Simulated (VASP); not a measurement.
# Mg6ZrW (Amm2) in VASP: notebook

One crystal, Mg6ZrW, is run at these levels: RPBE; tasks: single point.

Program: VASP 6.6.1. These are calculated values, not measurements. Logs are shortened: lines on timing, memory, paths and dates and some standing lists are left out, and cuts for length are marked.

## 1. Starting point

Symmetry: Amm2, No. 38, orthorhombic system. Conventional cell: a = 4.942 Å, b = 6.079 Å, c = 11.149 Å, α = 90.00°, β = 90.00°, γ = 90.00°. Around W (site symmetry mm2) lie 2 Zr at 2.72 Å and 4 Mg at 2.96 to 3.05 Å. Zr (site symmetry mm2) has 2 W at 2.72 Å and 4 Mg at 2.96 to 3.06 Å as nearest neighbours. Around Mg (site symmetry mm2) lie 10 Mg at 3.00 to 3.21 Å and 2 W at 3.05 Å. Around Mg (site symmetry m) lie 8 Mg at 2.94 to 3.21 Å and 1 W at 2.96 Å and 2 Zr at 3.22 Å. Around Mg (site symmetry mm2) lie 10 Mg at 3.00 to 3.27 Å and 2 Zr at 3.06 Å. Mg (site symmetry m) is surrounded by 8 Mg at 2.94 to 3.27 Å and 1 Zr at 2.96 Å and 2 W at 3.21 Å.

The cell comes from a database or a generator and needn't be the stable form of this composition.

## 2. Single point, RPBE

INCAR reads:

```
PREC = Accurate ; ENCUT = 520
EDIFF = 1E-7 ; ISMEAR = 0
SIGMA = 0.05 ; LREAL = False
LASPH = True ; NELM = 60
ALGO = Normal ; ISIF = 2
LWAVE = False ; LCHARG = True
GGA = RP ; LELF = True
LVHAR = True ; NBANDS = 29
```

KPOINTS reads:

```
regular mesh
0
Gamma
  6 5 5
```

POSCAR reads:

```
Mg6ZrW
1.0
    4.9420090000      0.0000000000      0.0000000000
    0.0000000000      3.0395320000      5.5742655000
    0.0000000000     -3.0395320000      5.5742655000
W Zr Mg
1 1 6
Cartesian
    2.4710045000      0.0000000000      7.7866580314
    0.0000000000      0.0000000000      8.9243210258
    2.4710045000      0.0000000000      1.9547388314
    2.4710045000      1.5391946885      4.7686837985
    2.4710045000     -1.5391946885      4.7686837985
    0.0000000000      0.0000000000      3.6629947910
    0.0000000000      1.4816502687      6.3640162875
    0.0000000000     -1.4816502687      6.3640162875
```

Potentials or basis: VASP PAW PBE potentials, release 64 (W_sv, Zr_sv, Mg).

Launch:

```console
$ cat potpaw_PBE.64/W_sv/POTCAR potpaw_PBE.64/Zr_sv/POTCAR potpaw_PBE.64/Mg/POTCAR > POTCAR
$ mpirun -np 1 vasp_std > vasp.out
```

OUTCAR:

```text
PREC = Accurate
   ENCUT = 520
   EDIFF = 1E-7
   ISMEAR = 0
   LREAL = False
   LASPH = True
   NELM = 60
   ISIF = 2
   GGA = RP

 ion  position               nearest neighbor table
   1  0.500  0.698  0.698-   2 2.72   2 2.72   5 2.96   4 2.96   3 3.05   3 3.05   8 3.21   7 3.21
                             7 3.21   8 3.21   5 3.39   4 3.39
   2  0.000  0.800  0.800-   1 2.72   1 2.72   8 2.96   7 2.96   6 3.06   6 3.06   5 3.22   4 3.22
                             4 3.22   5 3.22   8 3.39   7 3.39
   3  0.500  0.175  0.175-   6 3.00   6 3.00   1 3.05   1 3.05   4 3.14   5 3.14   8 3.14   7 3.14
                             7 3.14   8 3.14   4 3.21   5 3.21
   4  0.500  0.681  0.175-   7 2.94   7 2.94   1 2.96   5 3.00   5 3.08   6 3.11   6 3.11   3 3.14
                             3 3.21   2 3.22   2 3.22   1 3.39
   5  0.500  0.175  0.681-   8 2.94   8 2.94   1 2.96   4 3.00   4 3.08   6 3.11   6 3.11   3 3.14
                             3 3.21   2 3.22   2 3.22   1 3.39
   6  0.000  0.329  0.329-   3 3.00   3 3.00   2 3.06   2 3.06   8 3.08   7 3.08   5 3.11   4 3.11
                             4 3.11   5 3.11   7 3.27   8 3.27
   7  0.000  0.815  0.327-   4 2.94   4 2.94   2 2.96   8 2.96   6 3.08   8 3.12   3 3.14   3 3.14
                             1 3.21   1 3.21   6 3.27   2 3.39
   8  0.000  0.327  0.815-   5 2.94   5 2.94   2 2.96   7 2.96   6 3.08   7 3.12   3 3.14   3 3.14
                             1 3.21   1 3.21   6 3.27   2 3.39

  LATTYP: Found a base centered orthorhombic cell.
 ALAT       =     6.0790640000
 B/A-ratio  =     1.8339222946
 C/A-ratio  =     0.8129555800

  Lattice vectors:

 A1 = (   0.0000000000,   3.0395320000,  -5.5742655000)
 A2 = (   0.0000000000,   3.0395320000,   5.5742655000)
 A3 = (   4.9420090000,   0.0000000000,   0.0000000000)

Analysis of symmetry for initial positions (statically):
=====================================================================
 Subroutine PRICEL returns:
 Original cell was already a primitive cell.

 Routine SETGRP: Setting up the symmetry group for a
 base centered orthorhombic supercell.

 Subroutine GETGRP returns: Found  4 space group operations
 (whereof  4 operations were pure point group operations)
 out of a pool of  8 trial point group operations.

The static configuration has the point symmetry C_2v.

Analysis of symmetry for dynamics (positions and initial velocities):
=====================================================================
 Subroutine PRICEL returns:
 Original cell was already a primitive cell.

 Routine SETGRP: Setting up the symmetry group for a
 base centered orthorhombic supercell.

 Subroutine GETGRP returns: Found  4 space group operations
 (whereof  4 operations were pure point group operations)
 out of a pool of  8 trial point group operations.

The dynamic configuration has the point symmetry C_2v.

 Subroutine INISYM returns: Found  4 space group operations
 (whereof  4 operations are pure point group operations),
 and found     1 'primitive' translations

----------------------------------------------------------------------------------------

                                     Primitive cell

  volume of cell :     167.4665

  direct lattice vectors                    reciprocal lattice vectors
     4.942009000  0.000000000  0.000000000     0.202346859  0.000000000  0.000000000
     0.000000000  3.039532000  5.574265500     0.000000000  0.164499008  0.089697916
     0.000000000 -3.039532000  5.574265500     0.000000000 -0.164499008  0.089697916

  length of vectors
     4.942009000  6.349109437  6.349109437     0.202346859  0.187364991  0.187364991

  position of ions in fractional coordinates (direct lattice)
     0.500000000  0.698447000  0.698447000
     0.000000000  0.800493000  0.800493000
     0.500000000  0.175336000  0.175336000
     0.500000000  0.680937000  0.174545000
     0.500000000  0.174545000  0.680937000
     0.000000000  0.328563000  0.328563000
     0.000000000  0.814569000  0.327109000
     0.000000000  0.327109000  0.814569000

  ion indices of the primitive-cell ions
   primitive index   ion index
                 1           1
                 2           2
                 3           3
                 4           4
                 5           5
                 6           6
                 7           7
                 8           8

----------------------------------------------------------------------------------------

 KPOINTS: regular mesh

Automatic generation of k-mesh.
 Grid dimensions read from file:
 generate k-points for:    6    5    5

 Generating k-lattice:

  Cartesian coordinates                     Fractional coordinates (reciprocal lattice)
     0.033724477  0.000000000  0.000000000     0.166666667  0.000000000  0.000000000
     0.000000000  0.032899802  0.017939583     0.000000000  0.200000000 -0.000000000
     0.000000000 -0.032899802  0.017939583     0.000000000 -0.000000000  0.200000000

  Length of vectors
     0.033724477  0.037472998  0.037472998

  Shift w.r.t. Gamma in fractional coordinates (k-lattice)
     0.000000000  0.000000000  0.000000000

 Subroutine IBZKPT returns following result:
 ===========================================

 Found     36 irreducible k-points:

 Following reciprocal coordinates:
            Coordinates               Weight
  0.000000  0.000000  0.000000      1.000000
  0.166667  0.000000  0.000000      2.000000
  0.333333  0.000000  0.000000      2.000000
  0.500000  0.000000  0.000000      1.000000
  0.000000  0.200000  0.000000      4.000000
  0.166667  0.200000  0.000000      8.000000
[... 16 lines left out ...]
  0.333333 -0.400000  0.200000      8.000000
  0.500000 -0.400000  0.200000      4.000000
 [... further k-points ...]
   k-points           NKPTS =     36   k-points in BZ     NKDIM =     36   number of bands    NBANDS=     29
   number of dos      NEDOS =    301   number of ions     NIONS =      8
   total plane-waves  NPLWV =  92160
   dimension x,y,z NGX =    40 NGY =   48 NGZ =   48
   dimension x,y,z NGXF=    80 NGYF=   96 NGZF=   96
   ions per type =               1   1   6
   NGX,Y,Z   is equivalent  to a cutoff of  13.46, 12.57, 12.57 a.u.
   NGXF,Y,Z  is equivalent  to a cutoff of  26.91, 25.14, 25.14 a.u.
 SYSTEM =  unknown system
   PREC   = accura    normal or accurate (medium, high low for compatibility)
   ISTART =      0    job   : 0-new  1-cont  2-samecut
   ICHARG =      2    charge: 1-file 2-atom 10-const
   ISPIN  =      1    spin polarized calculation?
   LNONCOLLINEAR =      F non collinear calculations
   LSORBIT =      F    spin-orbit coupling
   LASPH  =      T    aspherical Exc in radial PAW
   ENCUT  =  520.0 eV  38.22 Ry    6.18 a.u.   9.19 11.81 11.81*2*pi/ulx,y,z
   NELM   =     60;   NELMIN=  2; NELMDL= -5     # of ELM steps
   EDIFF  = 0.1E-06   stopping-criterion for ELM
   LREAL  =      F    real-space projection
   EDIFFG = 0.1E-05   stopping-criterion for IOM
   NSW    =      0    number of steps for IOM
   IBRION =     -1    ionic relax: 0-MD 1-quasi-New 2-CG
   NFREE  =      0    steps in history (QN), initial steepest desc. (CG)
   ISIF   =      2    stress and relaxation
   ISYM   =      2    0-nonsym 1-usesym 2-fastsym
   POTIM  = 0.5000    time-step for ionic-motion
   TEBEG  =    0.0;   TEEND  =   0.0 temperature during run
   PSTRESS=    0.0 pullay stress
   NELECT =      38.0000    total number of electrons
   NUPDOWN=      -1.0000    fix difference up-down
   EMIN   =  10.00;   EMAX   =-10.00  energy-range for DOS
   EFERMI =   0.00;   METHOD = LEGACY
   ISMEAR =     0;   SIGMA  =   0.05  broadening in eV -4-tet -1-fermi 0-gaus
   EFERMI_NEDOS =   21; number of points for ismear=-14 and -15
   IALGO  =     38    algorithm
   IMIX   =      4    mixing-type and parameters
     AMIX     =   0.40;   BMIX     =  1.00
     AMIX_MAG =   1.60;   BMIX_MAG =  1.00
  volume/ion in A,a.u.               =      20.93       141.26
  Fermi-wavevector in a.u.,A,eV,Ry     =   0.998528  1.886944 13.565788  0.997057
  Thomas-Fermi vector in A             =   2.130757
   LORBIT       =      0    0 simple, 1 ext, 2 COOP (PROOUT), +10 PAW based schemes
   GGA     = RP    functional components
   LHFCALC =     F    Hartree Fock is set to
   AEXX    =    0.0000 exact exchange contribution
   IVDW    =     0    specifies the selected vdW correction
   LEPSILON=     F    determine dielectric tensor
   LRPA    =     F    only Hartree local field effects (RPA)
 non-spin polarized calculation
 Gauss-broadening in eV      SIGMA  =   0.05
  energy-cutoff  :      520.00
  volume of cell :      167.47
 maximum number of plane-waves:      4554
 NGX is ok and might be reduce to    40
   NGX = 19   NGY = 23   NGZ = 23

 number of electron      38.0000003 magnetization

 Free energy of the ion-electron system (eV)
  ---------------------------------------------------
  ext. energy  EPLUGINS =         0.00000000
  ---------------------------------------------------
  free energy    TOTEN  =       -26.65390716 eV

  energy without entropy =      -26.64681548  energy(sigma->0) =      -26.65036132

 E-fermi :   4.3827     XC(G=0):  -9.4399

 val. band max:        4.3818854349   @ k =   0.1667   0.2000   0.2000
 cond. band min:       4.3967017855   @ k =   0.3333   0.4000   0.4000
 fundamental gap:      0.0148163506
 Fermi energy:         4.3827466801

 k-point     1 :       0.0000    0.0000    0.0000
  band No.  band energies     occupation
      1     -69.2600      2.00000
      2     -44.1454      2.00000
      3     -33.4584      2.00000
      4     -33.4537      2.00000
      5     -33.4300      2.00000
      6     -22.2598      2.00000
[... 21 lines left out ...]
     28       7.6353      0.00000
     29       8.1192      0.00000

 k-point     2 :       0.1667    0.0000    0.0000
  band No.  band energies     occupation
      1     -69.2600      2.00000
      2     -44.1460      2.00000
      3     -33.4601      2.00000
      4     -33.4536      2.00000
      5     -33.4252      2.00000
      6     -22.2570      2.00000
[... 696 lines left out ...]
 k-point    24 :       0.5000   -0.4000    0.2000
  band No.  band energies     occupation
      1     -69.2600      2.00000
      2     -44.1478      2.00000
      3     -33.4632      2.00000
      4     -33.4536      2.00000
      5     -33.4129      2.00000
      6     -22.2501      2.00000
[... 21 lines left out ...]
     28       8.2973      0.00000
     29       8.7555      0.00000

 [... further k-points ...]

------------------------ aborting loop because EDIFF is reached ----------------------------------------

  FORCE on cell =-STRESS in cart. coord.  units (eV):
  Direction    XX          YY          ZZ          XY          YZ          ZX
  --------------------------------------------------------------------------------------
  -------------------------------------------------------------------------------------
  Total        1.3706118      1.8066830      1.5474976      0.0000000      0.0000000      0.0000000
  in kB       13.1128517     17.2848111     14.8051448      0.0000000      0.0000000      0.0000000
  external PRESSURE =      15.0676026 kB  Pullay stress =       0.0000000 kB

 VOLUME and BASIS-vectors are now :
 -----------------------------------------------------------------------------
  energy-cutoff  :      520.00
  volume of cell :      167.47
      direct lattice vectors                 reciprocal lattice vectors
     4.942009000  0.000000000  0.000000000     0.202346859  0.000000000  0.000000000
     0.000000000  3.039532000  5.574265500     0.000000000  0.164499008  0.089697916
     0.000000000 -3.039532000  5.574265500     0.000000000 -0.164499008  0.089697916

 POSITION                                       TOTAL-FORCE (eV/Angst)
 -----------------------------------------------------------------------------------
      2.47100      0.00000      7.78666         0.000000     -0.000000     -0.036101
      0.00000      0.00000      8.92432         0.000000     -0.000000     -0.000835
      2.47100      0.00000      1.95474         0.000000     -0.000000      0.001669
      2.47100      1.53919      4.76868         0.000000     -0.015139      0.002336
      2.47100     -1.53919      4.76868         0.000000      0.015139      0.002336
      0.00000      0.00000      3.66299         0.000000     -0.000000      0.011565
      0.00000      1.48165      6.36402         0.000000      0.015101      0.009515
      0.00000     -1.48165      6.36402         0.000000     -0.015101      0.009515
 -----------------------------------------------------------------------------------
    total drift:                                0.000000     -0.000000      0.000021

  FREE ENERGIE OF THE ION-ELECTRON SYSTEM (eV)
  ---------------------------------------------------
  free  energy   TOTEN  =       -26.6539071619 eV

  energy  without entropy=      -26.6468154798  energy(sigma->0) =      -26.65036132
```

Run time: 1.9 min. Hardware: 1 thread of AMD EPYC 9R45 (Zen 5), shared host; peak memory 0.37 GiB.

Results:

```
Free energy            : -26.6539 eV
Pressure               : 1.5 GPa
Largest force          : 0.036 eV/Å
Band gap on the k mesh : none (metal or under the smearing width)
```

Forces in eV/Å, atoms in the order of the input:
```
W    0.000  0.000 -0.036
Zr   0.000  0.000 -0.001
Mg   0.000  0.000  0.002
Mg   0.000 -0.015  0.002
Mg   0.000  0.015  0.002
Mg   0.000  0.000  0.012
Mg   0.000  0.015  0.010
Mg   0.000 -0.015  0.010
```

Stress tensor (GPa, compression positive):
```
1.31 0.00 0.00
0.00 1.73 0.00
0.00 0.00 1.48
```

Caveat: the PAW data sets were made with another functional, which shifts forces and pressure a little.

## 3. Single point, RPBE

run.py reads:

```python
from ase import Atoms
from ase.calculators.vasp import Vasp
from ase.dft.bandgap import bandgap

atoms = Atoms(
    ['W', 'Zr', 'Mg', 'Mg', 'Mg', 'Mg', 'Mg', 'Mg'],
    cell=[[4.942009, 0.0, 0.0], [0.0, 3.039532, 5.5742655], [0.0, -3.039532, 5.5742655]],
    scaled_positions=[[0.5, 0.698447, 0.698447], [0.0, 0.800493, 0.800493], [0.5, 0.175336, 0.175336], [0.5, 0.680937, 0.174545], [0.5, 0.174545, 0.680937], [0.0, 0.328563, 0.328563], [0.0, 0.814569, 0.327109], [0.0, 0.327109, 0.814569]],
    pbc=True,
)
calc = Vasp(
    directory='calc',
    xc='rpbe',
    pp='PBE',
    setups={'base': 'minimal', 'W': '_sv'},
    prec='Accurate',
    encut=520,
    ediff=1e-06,
    ismear=0,
    sigma=0.05,
    lreal=False,
    lasph=True,
    nelm=100,
    algo='Fast',
    isif=2,
    lwave=False,
    lcharg=True,
    lelf=True,
    lvhar=True,
    kpts=[6, 5, 5],
    gamma=True,
)
atoms.calc = calc

print('energy (eV):', atoms.get_potential_energy())
print('free energy (eV):', atoms.get_potential_energy(force_consistent=True))
print('forces (eV/A):')
print(atoms.get_forces())
print('stress (eV/A^3, Voigt):', atoms.get_stress())
print('Fermi level (eV):', calc.get_fermi_level())
gap, top, bottom = bandgap(calc)
print('band gap (eV):', gap, 'from (spin, k, band)', top, 'to', bottom)
```

Potentials or basis: VASP PAW PBE potentials, release 64 (W_sv, Zr_sv, Mg).

Launch:

```console
$ python run.py
```

It took 2.6 min on 1 thread of AMD EPYC 9R45 (Zen 5), shared host; peak memory 0.36 GiB.

Results (log left out):

| Property | Result |
| --- | --- |
| Free energy | -26.6539 eV |
| Pressure | 1.5 GPa |
| Largest force | 0.034 eV/Å |
| Band gap on the k mesh | none (metal or under the smearing width) |

Forces on the atoms (eV/Å):
```
W    0.000  0.000 -0.034
Zr   0.000  0.000 -0.003
Mg   0.000  0.000  0.002
Mg   0.000 -0.015  0.002
Mg   0.000  0.015  0.002
Mg   0.000  0.000  0.012
Mg   0.000  0.015  0.009
Mg   0.000 -0.015  0.009
```

Stress tensor (GPa, compression positive):
```
1.31 0.00 0.00
0.00 1.73 0.00
0.00 0.00 1.48
```

Levels at points of the mesh, in eV from the Fermi level:
```csv
k point,band 16,band 17,band 18,band 19,band 20,band 21,band 22,band 23
"(0.00, 0.00, 0.00)",-1.43,-1.01,-0.92,-0.19,0.39,0.59,0.72,1.20
"(0.50, 0.00, 0.00)",-1.04,-0.97,-0.87,-0.69,-0.60,-0.02,0.32,0.79
```

Caveat: the PAW data sets were made with another functional, which shifts forces and pressure a little. The run has no spin-orbit coupling, so splittings on W are missing.
